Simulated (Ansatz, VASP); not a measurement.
**SnSeS in two plane-wave programs**

One calculation is typed for both programs; each brings its own data sets. How far apart do they land? The cell is taken from a series of runs on this material, whose earlier steps may have relaxed, scaled, displaced or heated it; both programs get it as it stands.

Calculated with Ansatz 0.2.0; plane waves, with VASP 6.6.1 beside it; PBEsol.

## 1. Starting point

The cell holds 3 atoms: 1 Sn, 1 S and 1 Se. Its edges and angles: a = 3.911 Å, b = 3.911 Å, c = 30.000 Å, α = 90.0°, β = 90.0°, γ = 120.0°. Vacuum lies along c.

Coordinates:

```cif
data_structure
_symmetry_space_group_name_H-M 'P 1'
_symmetry_Int_Tables_number 1
_cell_length_a 3.9108
_cell_length_b 3.9108
_cell_length_c 30.0000
_cell_angle_alpha 90.000
_cell_angle_beta 90.000
_cell_angle_gamma 120.000
_cell_volume 397.35
loop_
_atom_site_label
_atom_site_type_symbol
_atom_site_fract_x
_atom_site_fract_y
_atom_site_fract_z
_atom_site_occupancy
Sn1 Sn 0.00000 0.00000 0.33392 1
S2 S 0.33333 0.66667 0.38013 1
Se3 Se 0.66667 0.33333 0.28262 1
```

## 2. VASP: zone-centre phonons, PBEsol

Second derivatives magnify differences that forces hide, and they need a tight electronic threshold.

Lines of VASP's logs that name or quote its potential files are left out, and so is its time.

Contents of INCAR:

```
SYSTEM = SnSeS
PREC = Accurate
ENCUT = 500
EDIFF = 1E-08
NELM = 120
ISMEAR = 0
SIGMA = 0.01
LREAL = .FALSE.
ALGO = Normal
GGA = PS
NBANDS = 19
LORBIT = 11
LWAVE = .FALSE.
LCHARG = .FALSE.
ISIF = 2
IBRION = 8
LASPH = .TRUE.
GGA_COMPAT = .FALSE.
EFERMI = MIDGAP
NELMDL = -8
KPAR = 2
```

Contents of POSCAR:

```
SnSeS
1.0
    3.9107588276      0.0000000000      0.0000000000
   -1.9553794138      3.3868164928      0.0000000000
    0.0000000000      0.0000000000     30.0000000000
Sn S Se
1 1 1
Direct
    0.0000000000      0.0000000000      0.3339151691
    0.3333333333      0.6666666667      0.3801268982
    0.6666666667      0.3333333333      0.2826245997
```

Contents of KPOINTS:

```
Automatic mesh
0
Gamma
9 9 1
0 0 0
```

Potentials, in the order of the species: Sn_d, S and Se (PBE family, release 64).

Started as:

```console
$ mpirun -np 2 vasp_std
```

Numbers of over 12 decimals in the logs are rounded to 6 here.

The log of the run:

```text
[banner, memory and clock lines left out]
running    2 mpi-ranks, on    1 nodes
 distrk:  each k-point on    1 cores,    2 groups
 distr:  one band on    1 cores,    1 groups

 POSCAR found type information on POSCAR SnS Se
 POSCAR found :  3 types and       3 ions
|                                                                             |
|               ----> ADVICE to this user running VASP <----                  |
|                                                                             |
|     You enforced a specific xc type in the INCAR file but a different       |
|     [... a line on the potential file left out ...]
|     I HOPE YOU KNOW WHAT YOU ARE DOING!                                     |
|                                                                             |

 LDA part: xc-table for (Slater+PW92), standard interpolation
 POSCAR, INCAR and KPOINTS ok, starting setup
 FFT: planning ... GRIDC
 FFT: planning ... GRID_SOFT
 FFT: planning ... GRID
 WAVECAR not read
 entering main loop
       N       E                     dE             d eps       ncg     rms          rms(c)
DAV:   1     0.176669881080E+03    0.17667E+03   -0.10047E+04   552   0.979E+02
DAV:   2     0.937329161072E+01   -0.16730E+03   -0.16328E+03   602   0.214E+02
DAV:   3    -0.131950963796E+02   -0.22568E+02   -0.22493E+02   582   0.898E+01
DAV:   4    -0.138112968015E+02   -0.61620E+00   -0.61534E+00   615   0.183E+01
DAV:   5    -0.138255372088E+02   -0.14240E-01   -0.14239E-01   664   0.286E+00
DAV:   6    -0.138259321793E+02   -0.39497E-03   -0.39497E-03   671   0.381E-01
DAV:   7    -0.138259379785E+02   -0.57992E-05   -0.57992E-05   670   0.456E-02
DAV:   8    -0.138259381101E+02   -0.13160E-06   -0.13146E-06   679   0.645E-03    0.599E+00
DAV:   9    -0.134350903907E+02    0.39085E+00   -0.89509E-01   708   0.976E+00    0.415E+00
DAV:  10    -0.134088567366E+02    0.26234E-01   -0.31237E-01   532   0.386E+00    0.798E-01
DAV:  11    -0.134030004036E+02    0.58563E-02   -0.44841E-02   549   0.198E+00    0.328E-01
DAV:  12    -0.134032186563E+02   -0.21825E-03   -0.41549E-03   562   0.388E-01    0.143E-01
DAV:  13    -0.134032943628E+02   -0.75707E-04   -0.50390E-04   636   0.196E-01    0.572E-02
DAV:  14    -0.134033149735E+02   -0.20611E-04   -0.83584E-05   615   0.628E-02    0.248E-02
[...]
DAV:  23    -0.134034186898E+02   -0.20134E-05   -0.30981E-08   479   0.109E-03    0.366E-04
DAV:  24    -0.134034190672E+02   -0.37739E-06   -0.35601E-09   516   0.345E-04    0.216E-04
DAV:  25    -0.134034194339E+02   -0.36669E-06   -0.14125E-09   471   0.168E-04    0.834E-05
DAV:  26    -0.134034197204E+02   -0.28648E-06   -0.21899E-09   491   0.143E-04    0.578E-05
DAV:  27    -0.134034198219E+02   -0.10158E-06    0.10174E-10   471   0.880E-05    0.278E-05
DAV:  28    -0.134034198877E+02   -0.65768E-07    0.24970E-10   454   0.604E-05    0.961E-06
DAV:  29    -0.134034199208E+02   -0.33113E-07    0.43379E-10   441   0.442E-05    0.123E-05
DAV:  30    -0.134034199285E+02   -0.76916E-08    0.61009E-10   445   0.331E-05
   1 F= -.13403420E+02 E0= -.13403420E+02  d E =0.000000E+00
 Linear response reoptimize wavefunctions to high precision
DAV:   1    -0.134034199304E+02   -0.19108E-08    0.63051E-10   473   0.163E-05
DAV:   2    -0.134034199304E+02    0.63665E-10    0.62695E-10   328   0.716E-06
 Linear response DOF=           6
 Linear response progress:
  Degree of freedom:   1/  6
       N       E                     dE             d eps       ncg     rms          rms(c)
RMM:   1    -0.209549016665E+00   -0.20955E+00    0.73863E-01  1842   0.131E+01
RMM:   2    -0.214822482947E+00   -0.52735E-02   -0.14766E-02  2827   0.907E-01    0.881E-02
RMM:   3    -0.214689643965E+00    0.13284E-03   -0.12775E-03  3082   0.249E-01    0.483E-02
RMM:   4    -0.214419893117E+00    0.26975E-03   -0.13758E-04  3128   0.844E-02    0.206E-02
RMM:   5    -0.214316406988E+00    0.10349E-03   -0.23609E-05  3150   0.337E-02    0.605E-03
RMM:   6    -0.214322853147E+00   -0.64462E-05   -0.31321E-06  3406   0.126E-02    0.250E-03
RMM:   7    -0.214332924886E+00   -0.10072E-04   -0.25268E-07  3346   0.480E-03    0.294E-04
RMM:   8    -0.214333380752E+00   -0.45587E-06   -0.15936E-07  3507   0.200E-03    0.183E-04
RMM:   9    -0.214334583537E+00   -0.12028E-05   -0.71545E-08  3351   0.866E-04    0.990E-05
RMM:  10    -0.214334309994E+00    0.27354E-06   -0.18211E-08  3577   0.398E-04    0.139E-05
RMM:  11    -0.214334349499E+00   -0.39505E-07   -0.12475E-08  3450   0.188E-04    0.988E-06
RMM:  12    -0.214334341781E+00    0.77186E-08    0.47490E-09  3381   0.929E-05    0.619E-06
 first order change of Fermi-energy  -0.31101E-04
 force on displaced ion       1 direction 1 :  -4.582  -0.000   0.000
 Linear response progress:
  Degree of freedom:   2/  6
       N       E                     dE             d eps       ncg     rms          rms(c)
RMM:   1    -0.235381931859E+00   -0.23538E+00    0.87880E-01   548   0.141E+01
RMM:   2    -0.239505228036E+00   -0.41233E-02   -0.17244E-02   831   0.918E-01    0.135E-01
RMM:   3    -0.238512329792E+00    0.99290E-03   -0.19073E-03   913   0.287E-01    0.806E-02
RMM:   4    -0.237916299596E+00    0.59603E-03   -0.28879E-04   910   0.114E-01    0.437E-02
RMM:   5    -0.237455112529E+00    0.46119E-03   -0.13126E-04   916   0.734E-02    0.138E-02
[...]
RMM:  18    -0.237497482147E+00    0.23024E-07   -0.88717E-09  1002   0.149E-05    0.640E-06
RMM:  19    -0.237497434973E+00    0.47174E-07   -0.32627E-09   923   0.164E-05    0.245E-06
RMM:  20    -0.237497419642E+00    0.15331E-07   -0.11471E-08   942   0.668E-06    0.174E-06
RMM:  21    -0.237497416522E+00    0.31204E-08    0.15423E-09   891   0.600E-06    0.969E-07
 first order change of Fermi-energy   0.13128E+01
 force on displaced ion       1 direction 3 :  -0.000  -0.000 -14.467
 Linear response progress:
  Degree of freedom:   3/  6
       N       E                     dE             d eps       ncg     rms          rms(c)
RMM:   1    -0.103398902649E+00   -0.10340E+00    0.22057E-02  3641   0.182E+00
RMM:   2    -0.101996636171E+00    0.14023E-02   -0.31848E-03  2825   0.345E-01    0.122E-01
RMM:   3    -0.102266040130E+00   -0.26940E-03   -0.27612E-04  2994   0.106E-01    0.564E-02
RMM:   4    -0.102550347299E+00   -0.28431E-03   -0.82504E-05  3066   0.526E-02    0.126E-02
RMM:   5    -0.102573261453E+00   -0.22914E-04   -0.77058E-06  3266   0.169E-02    0.600E-03
RMM:   6    -0.102557892403E+00    0.15369E-04   -0.65407E-07  3161   0.495E-03    0.264E-03
RMM:   7    -0.102571968098E+00   -0.14076E-04   -0.35153E-07  3137   0.224E-03    0.510E-04
RMM:   8    -0.102570319567E+00    0.16485E-05    0.59372E-09  3383   0.656E-04    0.132E-04
RMM:   9    -0.102570110291E+00    0.20928E-06   -0.21728E-08  3170   0.259E-04    0.400E-05
RMM:  10    -0.102570520841E+00   -0.41055E-06   -0.18959E-07  3479   0.104E-04    0.285E-05
RMM:  11    -0.102570609123E+00   -0.88282E-07    0.87805E-07  3351   0.368E-05    0.145E-05
RMM:  12    -0.102570585390E+00    0.23733E-07    0.60764E-08  3504   0.133E-05    0.213E-06
RMM:  13    -0.102570583260E+00    0.21298E-08   -0.93458E-08  3037   0.617E-06    0.667E-07
 first order change of Fermi-energy   0.49828E-04
 force on displaced ion       2 direction 1 :  -2.809  -0.001   0.000
 Linear response progress:
  Degree of freedom:   4/  6
       N       E                     dE             d eps       ncg     rms          rms(c)
RMM:   1    -0.137991338122E+00   -0.13799E+00    0.12469E-02  1045   0.186E+00
RMM:   2    -0.135465412527E+00    0.25259E-02   -0.32294E-03   844   0.324E-01    0.149E-01
RMM:   3    -0.135251662994E+00    0.21375E-03   -0.33350E-04   894   0.110E-01    0.625E-02
RMM:   4    -0.135224806679E+00    0.26856E-04   -0.89506E-05   918   0.536E-02    0.296E-02
RMM:   5    -0.135225452857E+00   -0.64618E-06   -0.17688E-05   902   0.237E-02    0.114E-02
RMM:   6    -0.135212224019E+00    0.13229E-04   -0.24376E-06   929   0.930E-03    0.362E-03
RMM:   7    -0.135207424304E+00    0.47997E-05   -0.53517E-07   868   0.400E-03    0.802E-04
RMM:   8    -0.135209263890E+00   -0.18396E-05   -0.11173E-07   887   0.177E-03    0.376E-04
RMM:   9    -0.135209252951E+00    0.10939E-07   -0.39100E-08   953   0.544E-04    0.172E-04
RMM:  10    -0.135208362361E+00    0.89059E-06   -0.17535E-07   858   0.467E-04    0.887E-05
RMM:  11    -0.135208381635E+00   -0.19273E-07    0.34620E-07   976   0.186E-04    0.624E-05
RMM:  12    -0.135208718314E+00   -0.33668E-06   -0.85364E-07   910   0.253E-04    0.290E-05
RMM:  13    -0.135208843370E+00   -0.12506E-06    0.37078E-07   925   0.107E-04    0.146E-05
RMM:  14    -0.135208947020E+00   -0.10365E-06   -0.23086E-07   933   0.855E-05    0.895E-06
RMM:  15    -0.135209082068E+00   -0.13505E-06    0.50995E-08   958   0.474E-05    0.716E-06
RMM:  16    -0.135209081628E+00    0.43974E-09    0.12758E-08   944   0.277E-05    0.395E-06
 first order change of Fermi-energy  -0.49273E+00
 force on displaced ion       2 direction 3 :   0.000  -0.000  -7.551
 Linear response progress:
  Degree of freedom:   5/  6
       N       E                     dE             d eps       ncg     rms          rms(c)
RMM:   1    -0.793766799719E-01   -0.79377E-01    0.59629E-02  3616   0.139E+00
RMM:   2    -0.793303599816E-01    0.46320E-04   -0.22531E-03  2670   0.260E-01    0.876E-02
RMM:   3    -0.795135394626E-01   -0.18318E-03   -0.19016E-04  2986   0.802E-02    0.457E-02
RMM:   4    -0.797743869869E-01   -0.26085E-03   -0.67242E-05  3075   0.480E-02    0.725E-03
RMM:   5    -0.797812184494E-01   -0.68315E-05   -0.48523E-06  3196   0.132E-02    0.331E-03
RMM:   6    -0.797737819560E-01    0.74365E-05   -0.45450E-07  3231   0.385E-03    0.102E-03
RMM:   7    -0.797793467031E-01   -0.55647E-05   -0.61407E-08  3220   0.144E-03    0.320E-04
RMM:   8    -0.797805845961E-01   -0.12379E-05    0.85049E-08  3283   0.489E-04    0.572E-05
RMM:   9    -0.797805432602E-01    0.41336E-07    0.12839E-07  3339   0.187E-04    0.141E-05
RMM:  10    -0.797805474100E-01   -0.41498E-08    0.22882E-08  3491   0.588E-05    0.774E-06
 first order change of Fermi-energy  -0.15400E-03
 force on displaced ion       3 direction 1 :  -3.176   0.000  -0.000
 Linear response progress:
  Degree of freedom:   6/  6
       N       E                     dE             d eps       ncg     rms          rms(c)
RMM:   1    -0.114184185747E+00   -0.11418E+00    0.57332E-02  1023   0.146E+00
RMM:   2    -0.113011281749E+00    0.11729E-02   -0.20845E-03   810   0.238E-01    0.944E-02
RMM:   3    -0.112773883825E+00    0.23740E-03   -0.27966E-04   887   0.899E-02    0.443E-02
RMM:   4    -0.112721560230E+00    0.52324E-04   -0.57391E-05   909   0.423E-02    0.250E-02
RMM:   5    -0.112705130116E+00    0.16430E-04   -0.26652E-05   895   0.279E-02    0.855E-03
RMM:   6    -0.112698163354E+00    0.69668E-05   -0.30985E-06   965   0.971E-03    0.396E-03
RMM:   7    -0.112694849217E+00    0.33141E-05   -0.49302E-07   917   0.404E-03    0.758E-04
RMM:   8    -0.112697039766E+00   -0.21905E-05   -0.55478E-08   883   0.155E-03    0.561E-04
RMM:   9    -0.112699357106E+00   -0.23173E-05   -0.12566E-08   858   0.104E-03    0.351E-04
RMM:  10    -0.112699380884E+00   -0.23778E-07    0.38073E-07   910   0.332E-04    0.164E-04
RMM:  11    -0.112701191806E+00   -0.18109E-05   -0.29046E-07   910   0.530E-04    0.166E-04
RMM:  12    -0.112701698900E+00   -0.50709E-06    0.63390E-07   964   0.253E-04    0.713E-05
RMM:  13    -0.112702096644E+00   -0.39774E-06   -0.12173E-07   942   0.215E-04    0.348E-05
RMM:  14    -0.112702117746E+00   -0.21102E-07    0.17555E-07   988   0.705E-05    0.332E-05
RMM:  15    -0.112702112013E+00    0.57334E-08   -0.62480E-08   906   0.844E-05    0.665E-06
 first order change of Fermi-energy  -0.81861E+00
 force on displaced ion       3 direction 3 :   0.000  -0.000  -8.006
 Linear response finished
```

From OUTCAR (step 2):

```text
ion  position               nearest neighbor table
   1  0.000  0.000  0.334-   2 2.65   2 2.65   2 2.65   3 2.73   3 2.73   3 2.73
   2  0.333  0.667  0.380-   1 2.65   1 2.65   1 2.65
   3  0.667  0.333  0.283-   1 2.73   1 2.73   1 2.73

  LATTYP: Found a hexagonal cell.
 ALAT       =     3.9107588276
 C/A-ratio  =     7.6711455046

 Subroutine GETGRP returns: Found  6 space group operations
 (whereof  6 operations were pure point group operations)

The static configuration has the point symmetry C_3v.

 Found     12 irreducible k-points:

   k-points           NKPTS =     12   k-points in BZ     NKDIM =     12   number of bands    NBANDS=     19

   dimension x,y,z NGX =    30 NGY =   30 NGZ =  224
   dimension x,y,z NGXF=    60 NGYF=   60 NGZF=  448

   ENCUT  =  500.0 eV  36.75 Ry    6.06 a.u.   7.13  7.13 54.70*2*pi/ulx,y,z

   NELECT =      26.0000    total number of electrons

 k-points in reciprocal lattice and weights: Automatic mesh
   0.00000000  0.00000000  0.00000000       0.012
   0.11111111 -0.00000000  0.00000000       0.074
   0.22222222  0.00000000  0.00000000       0.074
   0.33333333  0.00000000  0.00000000       0.074
   0.44444444  0.00000000  0.00000000       0.074
   0.11111111  0.11111111  0.00000000       0.074
   0.22222222  0.11111111  0.00000000       0.148
   0.33333333  0.11111111  0.00000000       0.148
   0.44444444  0.11111111  0.00000000       0.074
   0.22222222  0.22222222  0.00000000       0.074
   0.33333333  0.22222222  0.00000000       0.148
   0.33333333  0.33333333  0.00000000       0.025

 average (electrostatic) potential at core
       1-110.8447       2 -95.0237       3 -61.4839

  Total       -2.7501646     -2.7501646      0.0145482      0.0000000      0.0000000      0.0000000
  in kB      -11.0890748    -11.0890748      0.0586607      0.0000000      0.0000000      0.0000000
  external PRESSURE =      -7.3731629 kB  Pullay stress =       0.0000000 kB

  energy-cutoff  :      500.00
  volume of cell :      397.35
      direct lattice vectors                 reciprocal lattice vectors
     3.910758828  0.000000000  0.000000000     0.255704850  0.147631264  0.000000000
    -1.955379414  3.386816493  0.000000000     0.000000000  0.295262528  0.000000000
     0.000000000  0.000000000 30.000000000     0.000000000  0.000000000  0.033333333

 POSITION                                       TOTAL-FORCE (eV/Angst)
 -----------------------------------------------------------------------------------
      0.00000      0.00000     10.01746        -0.000000     -0.000000      0.003813
     -0.00000      2.25788     11.40381        -0.000000      0.000000      0.009933
      1.95538      1.12894      8.47874         0.000000     -0.000000     -0.013746
 -----------------------------------------------------------------------------------
    total drift:                                0.000000      0.000000      0.001190

 Eigenvectors and eigenvalues of the dynamical matrix
 ----------------------------------------------------

   1 f  =    8.725558 THz    54.824299 2PiTHz  291.053293 cm-1    36.085993 meV
             X         Y         Z           dx          dy          dz
      0.000000  0.000000 10.017455    -0.000000    0.000000   -0.557036
     -0.000000  2.257878 11.403807    -0.000000    0.000000    0.813520
      1.955379  1.128939  8.478738     0.000000   -0.000000    0.167023

   2 f  =    5.998391 THz    37.689000 2PiTHz  200.084774 cm-1    24.807339 meV
             X         Y         Z           dx          dy          dz
      0.000000  0.000000 10.017455    -0.000000   -0.000000    0.413773
     -0.000000  2.257878 11.403807    -0.000000   -0.000000    0.446236
      1.955379  1.128939  8.478738     0.000000    0.000000   -0.793515

   3 f  =    5.065312 THz    31.826291 2PiTHz  168.960608 cm-1    20.948436 meV
             X         Y         Z           dx          dy          dz
      0.000000  0.000000 10.017455     0.000016    0.447485   -0.000000
     -0.000000  2.257878 11.403807    -0.000032   -0.893967   -0.000000
      1.955379  1.128939  8.478738     0.000001    0.024090   -0.000000

   4 f  =    5.065312 THz    31.826291 2PiTHz  168.960608 cm-1    20.948436 meV
             X         Y         Z           dx          dy          dz
      0.000000  0.000000 10.017455     0.447485   -0.000016   -0.000000
     -0.000000  2.257878 11.403807    -0.893967    0.000032   -0.000000
      1.955379  1.128939  8.478738     0.024090   -0.000001   -0.000000

   5 f  =    3.875605 THz    24.351142 2PiTHz  129.276257 cm-1    16.028206 meV
             X         Y         Z           dx          dy          dz
      0.000000  0.000000 10.017455    -0.000005    0.534788   -0.000000
     -0.000000  2.257878 11.403807    -0.000002    0.245910   -0.000000
      1.955379  1.128939  8.478738     0.000007   -0.808412   -0.000000

   6 f  =    3.875605 THz    24.351142 2PiTHz  129.276257 cm-1    16.028206 meV
             X         Y         Z           dx          dy          dz
      0.000000  0.000000 10.017455     0.534788    0.000005    0.000000
     -0.000000  2.257878 11.403807     0.245910    0.000002   -0.000000
      1.955379  1.128939  8.478738    -0.808412   -0.000007   -0.000000

   7 f/i=    0.012921 THz     0.081186 2PiTHz    0.431003 cm-1     0.053437 meV
             X         Y         Z           dx          dy          dz
      0.000000  0.000000 10.017455     0.035344    0.715898    0.000000
     -0.000000  2.257878 11.403807     0.018473    0.374179    0.000000
      1.955379  1.128939  8.478738     0.029000    0.587408    0.000000

   8 f/i=    0.012921 THz     0.081186 2PiTHz    0.431003 cm-1     0.053437 meV
             X         Y         Z           dx          dy          dz
      0.000000  0.000000 10.017455    -0.715898    0.035344   -0.000000
     -0.000000  2.257878 11.403807    -0.374179    0.018473   -0.000000
      1.955379  1.128939  8.478738    -0.587408    0.029000   -0.000000

   9 f/i=    0.014020 THz     0.088089 2PiTHz    0.467648 cm-1     0.057981 meV
             X         Y         Z           dx          dy          dz
      0.000000  0.000000 10.017455     0.000000    0.000000   -0.720071
     -0.000000  2.257878 11.403807     0.000000    0.000000   -0.372907
      1.955379  1.128939  8.478738     0.000000    0.000000   -0.585182

 ELASTIC MODULI CONTR FROM IONIC RELAXATION (kBar)
 Direction    XX          YY          ZZ          XY          YZ          ZX
 --------------------------------------------------------------------------------
 XX         -41.2143    -35.6589    -73.6560      0.0000     -7.8384     -0.0000
 YY         -35.6589    -41.2143    -73.6560      0.0000      7.8384     -0.0000
 ZZ         -73.6560    -73.6560   -141.4028      0.0000     -0.0000     -0.0000
 XY           0.0000      0.0000      0.0000     -2.7777      0.0000     -9.8159
 YZ          -7.8384      7.8384     -0.0000      0.0000    -49.7254      0.0000
 ZX          -0.0000     -0.0000     -0.0000     -9.8159      0.0000    -74.9660
 --------------------------------------------------------------------------------
```

[end of part 1 of 2]

[Lines on the potential files, build, host, timing and source positions are cut from VASP's logs without a mark.]

[Logs are printed without paths, hosts, clocks, repeated set-up lines and the standing remarks that a program may print on its own settings, such as how far it seeks lower states.]

[Hosts, paths, dates, database ids (printed as entryN), source tags and the programs' standing remarks are cut or masked in the printed files.]
